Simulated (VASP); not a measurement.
Method: LDA (Ceperley-Alder, Perdew-Zunger), VASP's LDA PAW potentials (set 64) (plane waves; VASP).

VASP input:

INCAR:
```
ALGO  =  Normal
EDIFF  =  1E-09
EDIFFG  =  -0.005
ENCUT  =  420
IBRION  =  2
ISIF  =  3
ISMEAR  =  0
LASPH  =  .TRUE.
LCHARG  =  .FALSE.
LMAXMIX  =  6
LREAL  =  .FALSE.
LWAVE  =  .FALSE.
NELM  =  100
NSW  =  50
PREC  =  Accurate
SIGMA  =  0.136
SYSTEM  =  HgTe
```

### POSCAR
```
HgTe
1.0
  0.0000000000   3.3347290000   3.3347290000
  3.3347290000   0.0000000000   3.3347290000
  3.3347290000   3.3347290000   0.0000000000
Hg Te
1 1
Cart
  0.0000000000   0.0000000000   0.0000000000
  1.6673645000   1.6673645000   1.6673645000
```

KPOINTS:
```
K-points
0
Gamma
 10 10 10
```

POTCAR, in this order: Hg Te (LDA.64 set). Program: vasp_std.

Gaps are read on the run's mesh, which can miss a band edge. Energy and stress use the plane-wave basis of the starting cell. Unless said otherwise, spin-orbit coupling is left out, though it shifts the bands of the heavy elements here.

Predict the energy per atom (σ→0), volume per atom, band gap (on the k-mesh).

- energy per atom (σ→0): -2.519 eV/atom
- band gap (on the k-mesh): none (metal, semimetal or under 0.01 eV)
- volume per atom: 33.51 Å^3/atom

**OSZICAR**
```
...
DAV:   5    -0.503891152288E+01    0.16862E-03   -0.46555E-04  1351   0.281E-01    0.116E-01
DAV:   6    -0.503890730108E+01    0.42218E-05   -0.70104E-05  1257   0.779E-02    0.396E-02
DAV:   7    -0.503890142648E+01    0.58746E-05   -0.24253E-05  1392   0.684E-02    0.707E-03
DAV:   8    -0.503890181009E+01   -0.38362E-06   -0.23107E-06  1272   0.144E-02    0.451E-03
DAV:   9    -0.503890181500E+01   -0.49063E-08   -0.72705E-08  1613   0.195E-03    0.118E-03
DAV:  10    -0.503890181191E+01    0.30925E-08   -0.31025E-08  1367   0.265E-03    0.798E-04
DAV:  11    -0.503890181103E+01    0.87812E-09   -0.47493E-09  1312   0.113E-03
   3 F= -.50389018E+01 E0= -.50387267E+01  d E =-.907305E-01
```

The structure comes from a computed database's HgTe entry; how it stands against other phases isn't given here. This run relaxes it. Symmetry was kept, so distortions that lower it aren't found. The run is one of a series of settings (EDIFF = 1E-09, EDIFFG = -0.005, ENCUT = 420, IBRION = 2, ISIF = 3, NSW = 50, KPOINTS 10×10×10 Γ-centred mesh against the base run), some of them coarse on purpose.
